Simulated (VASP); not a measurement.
Data:

```yaml
crystal:
  lattice:
    - [1.67253, -2.89690, 0.00000]
    - [1.67253, 2.89690, 0.00000]
    - [0.00000, 0.00000, 5.18770]
  atoms:
    - { symbol: Sc, position: [0.33333, 0.66667, 0.25000] }
    - { symbol: Sc, position: [0.66667, 0.33333, 0.75000] }
```

Level of theory: vdW-DF-cx, VASP's PBE PAW potentials (set 64) (plane waves; VASP). Settings: 520 eV cut-off, 13×13×7 Γ-centred mesh, first-order Methfessel-Paxton smearing of 0.10 eV, potentials Sc_sv.

Question: Give the stress tensor in GPa (positive for a compressed cell).

Answer: 
```
-3.04   0.00   0.00
 0.00  -3.04   0.00
 0.00   0.00  -3.06
```
The pressure is its mean diagonal, -3.05 GPa.

The compound is Sc in the hcp structure. This cell is one point of a volume scan, at 1.06 of the reference volume.
